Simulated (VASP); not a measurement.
These are AM05 GGA, VASP's PBE PAW potentials (set 64) (plane waves; VASP) values and carry that method's errors.

The input files of a VASP run:

**KPOINTS**
```
k-points along high-symmetry lines
15
Line-mode
Reciprocal
  0.000000   0.000000   0.000000 ! GAMMA
  0.500000   0.000000   0.500000 ! X

  0.500000   0.000000   0.500000 ! X
  0.625000   0.250000   0.625000 ! U

  0.375000   0.375000   0.750000 ! K
  0.000000   0.000000   0.000000 ! GAMMA

  0.000000   0.000000   0.000000 ! GAMMA
  0.500000   0.500000   0.500000 ! L

  0.500000   0.500000   0.500000 ! L
  0.500000   0.250000   0.750000 ! W

  0.500000   0.250000   0.750000 ! W
  0.500000   0.000000   0.500000 ! X
```

INCAR:
```
! general
SYSTEM  = ZrC
PREC    = Accurate
ENCUT   = 520
LREAL   = .False.
LASPH   = .True.
ICHARG  = 11

! electronic loop
EDIFF   = 1E-7
NELM    = 100
ALGO    = Normal
LMAXMIX = 4

! smearing
ISMEAR  = 0
SIGMA   = 0.05

! functional
GGA     = AM

! output
LWAVE   = .False.
LCHARG  = .False.
LORBIT  = 11
```

POSCAR:
```
ZrC
3.2999090
  0.0000000000   0.7071068280   0.7071068280
  0.7071068280   0.0000000000   0.7071068280
  0.7071068280   0.7071068280   0.0000000000
Zr C
1 1
Cartesian
  0.0000000000   0.0000000000   0.0000000000
  0.7071068280   0.7071068280   0.7071068280
```

POTCAR, in this order: Zr_sv C (PBE.64 set). Program: vasp_std. Read from the step before: CHGCAR.

Output

OUTCAR:
```
 ion  position               nearest neighbor table
   1  0.000  0.000  0.000-   2 2.33   2 2.33   2 2.33   2 2.33   2 2.33   2 2.33
   2  0.500  0.500  0.500-   1 2.33   1 2.33   1 2.33   1 2.33   1 2.33   1 2.33
  LATTYP: Found a face centered cubic cell.
 ALAT       =     4.6667763712
 Subroutine PRICEL returns:
 Original cell was already a primitive cell.
 Subroutine GETGRP returns: Found 48 space group operations
The static configuration has the point symmetry O_h .
The dynamic configuration has the point symmetry O_h .
 Subroutine INISYM returns: Found 48 space group operations
   k-points           NKPTS =     90   k-points in BZ     NKDIM =     90   number of bands    NBANDS=     12
   number of dos      NEDOS =    301   number of ions     NIONS =      2
   total plane-waves  NPLWV =  21952
   dimension x,y,z NGX =    28 NGY =   28 NGZ =   28
   dimension x,y,z NGXF=    56 NGYF=   56 NGZF=   56
   ions per type =               1   1
   PREC   = accura    normal or accurate (medium, high low for compatibility)
   ISTART =      0    job   : 0-new  1-cont  2-samecut
   ICHARG =     11    charge: 1-file 2-atom 10-const
   ISPIN  =      1    spin polarized calculation?
   LNONCOLLINEAR =      F non collinear calculations
   LSORBIT =      F    spin-orbit coupling
   INIWAV =      1    electr: 0-lowe 1-rand  2-diag
   ENCUT  =  520.0 eV  38.22 Ry    6.18 a.u.   6.14  6.14  6.14*2*pi/ulx,y,z
...
```

**OSZICAR**
```
       N       E                     dE             d eps       ncg     rms          rms(c)
DAV:   1     0.110780591893E+03    0.11078E+03   -0.91549E+03  2168   0.135E+03
DAV:   2    -0.119108440881E+02   -0.12269E+03   -0.11717E+03  2488   0.338E+02
DAV:   3    -0.170391935551E+02   -0.51283E+01   -0.49037E+01  3332   0.591E+01
DAV:   4    -0.171993539264E+02   -0.16016E+00   -0.15980E+00  2592   0.965E+00
DAV:   5    -0.172041368748E+02   -0.47829E-02   -0.47815E-02  3240   0.133E+00
DAV:   6    -0.172041924175E+02   -0.55543E-04   -0.55542E-04  2612   0.139E-01
DAV:   7    -0.172041932947E+02   -0.87713E-06   -0.87733E-06  3228   0.131E-02
DAV:   8    -0.172041933052E+02   -0.10539E-07   -0.11045E-07  1784   0.138E-03
   1 F= -.17204193E+02 E0= -.17203153E+02  d E =-.208060E-02
```

OUTCAR:
```
 val. band max:       10.0350236853   @ k =   0.0714   0.0714   0.0714

 cond. band min:      10.0490512707   @ k =   0.0714   0.0000   0.0714



 k-point     1 :       0.0000    0.0000    0.0000
  band No.  band energies     occupation
      1     -38.1139      2.00000
      2     -15.8600      2.00000
      3     -15.8600      2.00000
      4     -15.8600      2.00000
      5      -1.5881      2.00000
      6      10.7140      0.00000
      7      10.7140      0.00000
      8      10.7140      0.00000
      9      10.8194      0.00000
     10      10.8194      0.00000
     11      10.8194      0.00000
     12      12.6209      0.00000

 k-point     2 :       0.0357    0.0000    0.0357
  band No.  band energies     occupation
      1     -38.1120      2.00000
      2     -15.8721      2.00000
      3     -15.8639      2.00000
      4     -15.8639      2.00000
      5      -1.5470      2.00000
      6      10.2766      0.00000
      7      10.3736      0.00000
      8      10.3736      0.00000
      9      10.7603      0.00000
     10      11.2191      0.00000
     11      11.2191      0.00000
     12      12.6386      0.00000

 k-point     3 :       0.0714    0.0000    0.0714
  band No.  band energies     occupation
      1     -38.1064      2.00000
      2     -15.9074      2.00000
      3     -15.8756      2.00000
      4     -15.8756      2.00000
      5      -1.4278      2.00000
      6       9.4637      2.00000
      7      10.0491      0.85574
      8      10.0491      0.85573
      9      10.5927      0.00000
     10      11.7193      0.00000
     11      11.7193      0.00000
     12      12.6914      0.00000

 k-point     4 :       0.1071    0.0000    0.1071
  band No.  band energies     occupation
      1     -38.0975      2.00000
      2     -15.9631      2.00000
      3     -15.8944      2.00000
      4     -15.8944      2.00000
      5      -1.2410      2.00000
      6       8.6248      2.00000
      7       9.7889      2.00000
...
```

The density is held fixed in this step, so its total energy and stress have no physical meaning.

The compound is ZrC in the rock salt structure. It was relaxed first.
